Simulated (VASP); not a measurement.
Output of a VASP run:

### OSZICAR
```
       N       E                     dE             d eps       ncg     rms          rms(c)
DAV:   1     0.430075312956E+03    0.43008E+03   -0.24522E+04  1680   0.183E+03
DAV:   2    -0.678149798076E+02   -0.49789E+03   -0.49434E+03  2136   0.511E+02
DAV:   3    -0.964433517600E+02   -0.28628E+02   -0.28507E+02  1800   0.131E+02
DAV:   4    -0.974798525929E+02   -0.10365E+01   -0.10316E+01  3080   0.209E+01
DAV:   5    -0.974992279808E+02   -0.19375E-01   -0.13752E-01  1984   0.167E+00    0.420E+01
DAV:   6    -0.730304672245E+02    0.24469E+02   -0.81448E+01  2336   0.775E+01    0.169E+01
DAV:   7    -0.738456932844E+02   -0.81523E+00   -0.18670E+01  1824   0.415E+01    0.143E+01
DAV:   8    -0.740695836285E+02   -0.22389E+00   -0.46498E+00  1864   0.189E+01    0.367E+00
DAV:   9    -0.730948434871E+02    0.97474E+00   -0.17706E+00  2184   0.116E+01    0.181E+00
DAV:  10    -0.737244135119E+02   -0.62957E+00   -0.24825E-01  2024   0.493E+00    0.627E-01
DAV:  11    -0.737245005502E+02   -0.87038E-04   -0.23651E-02  2432   0.121E+00    0.410E-01
DAV:  12    -0.737121265389E+02    0.12374E-01   -0.32595E-02  2304   0.152E+00    0.498E-01
DAV:  13    -0.737232554725E+02   -0.11129E-01   -0.14791E-02  2448   0.113E+00    0.319E-01
DAV:  14    -0.737246166465E+02   -0.13612E-02   -0.16077E-03  2344   0.412E-01    0.223E-01
DAV:  15    -0.737232479069E+02    0.13687E-02   -0.14103E-03  2144   0.379E-01    0.943E-02
DAV:  16    -0.737247836172E+02   -0.15357E-02   -0.12869E-03  1896   0.369E-01    0.410E-02
DAV:  17    -0.737247700830E+02    0.13534E-04   -0.72510E-05  2248   0.767E-02    0.405E-02
DAV:  18    -0.737247727251E+02   -0.26420E-05   -0.29551E-05  1760   0.640E-02    0.278E-02
DAV:  19    -0.737247769393E+02   -0.42142E-05   -0.47306E-05  2304   0.609E-02    0.768E-03
DAV:  20    -0.737247817623E+02   -0.48231E-05   -0.30260E-06  2080   0.153E-02    0.773E-03
DAV:  21    -0.737247857997E+02   -0.40373E-05   -0.11215E-06  2328   0.100E-02    0.294E-03
DAV:  22    -0.737247860292E+02   -0.22957E-06   -0.95877E-07  2320   0.870E-03    0.349E-03
DAV:  23    -0.737247847535E+02    0.12757E-05   -0.13869E-07  1040   0.345E-03    0.156E-03
DAV:  24    -0.737247843161E+02    0.43746E-06   -0.53202E-08   936   0.164E-03    0.764E-04
DAV:  25    -0.737247843672E+02   -0.51181E-07   -0.22365E-08   960   0.119E-03
   1 F= -.73724784E+02 E0= -.73724784E+02  d E =0.000000E+00
       N       E                     dE             ncg
       N       E                     dE             ncg
```

### OUTCAR
```
------------------------ aborting loop because EDIFF is reached ----------------------------------------
  FORCE on cell =-STRESS in cart. coord.  units (eV):
  Direction    XX          YY          ZZ          XY          YZ          ZX
  --------------------------------------------------------------------------------------
  Total        0.0447726      0.0447726      0.0447726      0.0000000     -0.0000000      0.0000000
  in kB        1.2762592      1.2762592      1.2762592      0.0000000     -0.0000000      0.0000000
  external PRESSURE =       1.2762592 kB  Pullay stress =       0.0000000 kB
  volume of cell :       56.21
      direct lattice vectors                 reciprocal lattice vectors
     3.830553108  0.000000000  0.000000000     0.261058905  0.000000000  0.000000000
     0.000000000  3.830553108  0.000000000     0.000000000  0.261058905  0.000000000
     0.000000000  0.000000000  3.830553108     0.000000000  0.000000000  0.261058905
 POSITION                                       TOTAL-FORCE (eV/Angst)
 -----------------------------------------------------------------------------------
      0.00000      0.00000      0.00000         0.000000      0.000000      0.000000
      1.91528      1.91528      1.91528         0.000000      0.000000      0.000000
      1.91528      0.00000      1.91528         0.000000      0.000000      0.000000
      0.00000      1.91528      1.91528         0.000000      0.000000      0.000000
      1.91528      1.91528      0.00000         0.000000      0.000000      0.000000
 -----------------------------------------------------------------------------------
    total drift:                                0.000000      0.000000      0.000000
  FREE ENERGIE OF THE ION-ELECTRON SYSTEM (eV)
  ---------------------------------------------------
  free  energy   TOTEN  =       -73.7247843672 eV

  energy  without entropy=      -73.7247843672  energy(sigma->0) =      -73.72478437

 total charge

# of ion       s       p       d       tot
------------------------------------------
    1        1.999   5.842   0.204   8.045
    2        2.280   6.348   2.904  11.532
    3        1.574   3.519   0.000   5.093
    4        1.574   3.519   0.000   5.093
    5        1.574   3.519   0.000   5.093
--------------------------------------------------
tot          9.000  22.747   3.108  34.856

 Electric field gradients after diagonalization (V/A^2)
 (convention: |V_zz| > |V_xx| > |V_yy|)
----------------------------------------------------------------------
 ion       V_xx      V_yy      V_zz     asymmetry (V_yy - V_xx)/ V_zz
----------------------------------------------------------------------
   1       0.000    -0.000    -0.000       0.397
   2       0.000     0.000     0.000      -0.052
   3     -15.330   -15.330    30.660       0.000
   4     -15.330   -15.330    30.660       0.000
   5     -15.330   -15.330    30.660       0.000
```
(Selected blocks of OUTCAR.)

POSCAR:
```
SrVO3
1
    3.8305531077     0.0000000000     0.0000000000
    0.0000000000     3.8305531077    -0.0000000000
    0.0000000000     0.0000000000     3.8305531077
Sr V O
1 1 3
Direct
  0.0000000000   0.0000000000   0.0000000000
  0.5000000000   0.5000000000   0.5000000000
  0.5000000000   0.0000000000   0.5000000000
  0.0000000000   0.5000000000   0.5000000000
  0.5000000000   0.5000000000   0.0000000000
```

Q: Write an INCAR and KPOINTS that could have produced this output.

A: This is not unique; one that fits is the input of the run itself, SCAN meta-GGA, plane waves, VASP's PBE PAW potentials (set 64).

### INCAR
```
SYSTEM = SrVO3
PREC = Accurate
ENCUT = 520
EDIFF = 1E-7
NELM = 100
ALGO = Normal
LREAL = .FALSE.
LASPH = .TRUE.
ISMEAR = -5
METAGGA = SCAN
LMIXTAU = .TRUE.
LMAXMIX = 4
LWAVE = .FALSE.
LCHARG = .FALSE.
LORBIT = 11
NEDOS = 601
ISIF = 2
LEFG = .TRUE.
```

KPOINTS_OPT:
```
k-points along high-symmetry lines
10
Line-mode
Reciprocal
  0.000000   0.000000   0.000000 ! GAMMA
  0.000000   0.500000   0.000000 ! X

  0.000000   0.500000   0.000000 ! X
  0.500000   0.500000   0.000000 ! M

  0.500000   0.500000   0.000000 ! M
  0.000000   0.000000   0.000000 ! GAMMA

  0.000000   0.000000   0.000000 ! GAMMA
  0.500000   0.500000   0.500000 ! R

  0.500000   0.500000   0.500000 ! R
  0.000000   0.500000   0.000000 ! X

  0.500000   0.500000   0.500000 ! R
  0.500000   0.500000   0.000000 ! M
```

KPOINTS:
```
Automatic mesh
0
Gamma
9 9 9
0 0 0
```

POTCAR, in this order: Sr_sv V_sv O (PBE.64 set). Program: vasp_std.

For a metal the tetrahedron method with Blöchl corrections gives inexact stress and forces.

The compound is SrVO3 in the cubic perovskite structure. It was relaxed first. The run is not spin-polarised, so no magnetic state was tried. The electron count is odd and the run is not spin-polarised, which forces a metal.
